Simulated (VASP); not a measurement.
Calculation: PBE GGA, VASP's PBE PAW potentials (set 64) (plane waves; VASP 6.6.1).

VASP ran on this input.

File KPOINTS:
```
Automatic mesh
0
Gamma
6 6 4
0 0 0
```

File POSCAR:
```
PtSe2
1
    1.8650000000    -3.2302750000     0.0000000000
    1.8650000000     3.2302750000     0.0000000000
    0.0000000000     0.0000000000     5.0800000000
Pt Se
1 2
Direct
  0.0000000000   0.0000000000   0.0000000000
  0.3333330000   0.6666670000   0.2550000000
  0.6666670000   0.3333330000   0.7450000000
```

INCAR:
```
# general
SYSTEM  = PtSe2
PREC    = Accurate
ENCUT   = 600   # plane-wave cut-off (eV)
LREAL   = F   # projection in real space or not
LASPH   = T

# electronic loop
EDIFF   = 1E-6   # SCF stop (eV)
NELM    = 100   # most electronic steps
ALGO    = Normal   # blocked Davidson
LMAXMIX = 6   # l cut-off of mixed one-centre charges

# smearing
ISMEAR  = 0
SIGMA   = 0.05   # width (eV)

# functional
GGA     = PE

# ions
ISIF    = 2   # forces and stress, cell fixed

# output
LWAVE   = F
LCHARG  = F
```

POTCAR, in this order: Pt Se (PBE.64 set). Program: vasp_std.

The run wrote:

**OSZICAR**
```
       N       E                     dE             d eps       ncg     rms          rms(c)
DAV:   1     0.129316916365E+03    0.12932E+03   -0.11129E+04   720   0.146E+03
DAV:   2    -0.914661662210E+01   -0.13846E+03   -0.13557E+03   923   0.251E+02
DAV:   3    -0.149444971707E+02   -0.57979E+01   -0.57680E+01   888   0.541E+01
DAV:   4    -0.149933270743E+02   -0.48830E-01   -0.48820E-01   888   0.540E+00
DAV:   5    -0.149938779605E+02   -0.55089E-03   -0.55086E-03   909   0.539E-01    0.128E+01
DAV:   6    -0.144429145844E+02    0.55096E+00   -0.50763E+00   748   0.220E+01    0.786E+00
DAV:   7    -0.142397067513E+02    0.20321E+00   -0.95750E-01   748   0.104E+01    0.387E+00
DAV:   8    -0.142218575754E+02    0.17849E-01   -0.61405E-02   769   0.190E+00    0.876E-01
DAV:   9    -0.142192299714E+02    0.26276E-02   -0.91425E-03   846   0.102E+00    0.200E-01
DAV:  10    -0.142193880766E+02   -0.15811E-03   -0.11403E-03   832   0.308E-01    0.546E-02
DAV:  11    -0.142193908008E+02   -0.27242E-05   -0.16501E-04   839   0.136E-01    0.168E-02
DAV:  12    -0.142193909842E+02   -0.18343E-06   -0.25441E-05   853   0.435E-02    0.634E-03
DAV:  13    -0.142193917635E+02   -0.77925E-06   -0.18146E-06   852   0.117E-02
   1 F= -.14219392E+02 E0= -.14218083E+02  d E =-.261705E-02
```

### OUTCAR
```
------------------------ aborting loop because EDIFF is reached ----------------------------------------
  FORCE on cell =-STRESS in cart. coord.  units (eV):
  Direction    XX          YY          ZZ          XY          YZ          ZX
  --------------------------------------------------------------------------------------
  Total        2.0954310      2.0954313      1.3373090      0.0000000      0.0000000      0.0000000
  in kB       54.8494032     54.8494114     35.0050179      0.0000000      0.0000000      0.0000000
  external PRESSURE =      48.2346108 kB  Pullay stress =       0.0000000 kB
  volume of cell :       61.21
      direct lattice vectors                 reciprocal lattice vectors
     1.865000000 -3.230275000  0.000000000     0.268096515 -0.154785583  0.000000000
     1.865000000  3.230275000  0.000000000     0.268096515  0.154785583  0.000000000
     0.000000000  0.000000000  5.080000000     0.000000000  0.000000000  0.196850394
 POSITION                                       TOTAL-FORCE (eV/Angst)
 -----------------------------------------------------------------------------------
      0.00000      0.00000      0.00000         0.000000      0.000000      0.000000
      1.86500      1.07676      1.29540        -0.000000      0.000000      0.202263
      1.86500     -1.07676      3.78460         0.000000     -0.000000     -0.202263
 -----------------------------------------------------------------------------------
    total drift:                                0.000000     -0.000000      0.000000
  FREE ENERGIE OF THE ION-ELECTRON SYSTEM (eV)
  ---------------------------------------------------
  free  energy   TOTEN  =       -14.2193917635 eV

  energy  without entropy=      -14.2167747096  energy(sigma->0) =      -14.21808324
```
(Selected blocks of OUTCAR.)

OUTCAR:
```
 val. band max:        6.3972662184   @ k =   0.3333   0.3333   0.0000

 cond. band min:       6.4275057562   @ k =   0.0000   0.1667   0.2500


 Fermi energy:         6.4227973760

 k-point     1 :       0.0000    0.0000    0.0000
  band No.  band energies     occupation
      1      -9.1592      2.00000
      2      -6.4317      2.00000
      3      -0.7112      2.00000
      4       0.1455      2.00000
      5       0.1455      2.00000
      6       2.5177      2.00000
      7       2.5177      2.00000
      8       3.8285      2.00000
      9       5.4080      2.00000
     10       5.4080      2.00000
     11       6.8713      0.00000
     12       7.7779      0.00000
     13       7.7779      0.00000
     14      10.0484      0.00000
     15      10.5417      0.00000

 k-point     2 :       0.1667    0.0000    0.0000
  band No.  band energies     occupation
      1      -8.8611      2.00000
      2      -6.5508      2.00000
      3      -0.3494      2.00000
      4       0.3280      2.00000
      5       0.3517      2.00000
      6       2.0198      2.00000
      7       2.3412      2.00000
      8       3.3007      2.00000
      9       4.6532      2.00000
     10       5.0776      2.00000
     11       5.8608      2.00000
     12       7.8063      0.00000
     13       7.9350      0.00000
     14      11.3952      0.00000
     15      11.8932      0.00000

 k-point     3 :       0.3333    0.0000    0.0000
  band No.  band energies     occupation
      1      -8.1029      2.00000
      2      -6.8418      2.00000
      3       0.0038      2.00000
      4       0.6623      2.00000
      5       0.7296      2.00000
      6       1.2199      2.00000
      7       2.3064      2.00000
      8       2.8361      2.00000
      9       3.8844      2.00000
     10       4.1074      2.00000
     11       4.4097      2.00000
     12       7.4777      0.00000
     13       8.4453      0.00000
     14      11.1329      0.00000
     15      12.7953      0.00000
...
```

Unless said otherwise, spin-orbit coupling is left out, though it shifts the bands of the heavy elements here.

The compound is PtSe2 in the 1T layered structure. The cell was not relaxed at this level. The k-mesh is coarse (spacing up to 0.32 per Å, 2π included), so the numbers may not be converged in it. The run is one of a series of settings (ENCUT = 600 against the base run), some of them coarse on purpose.
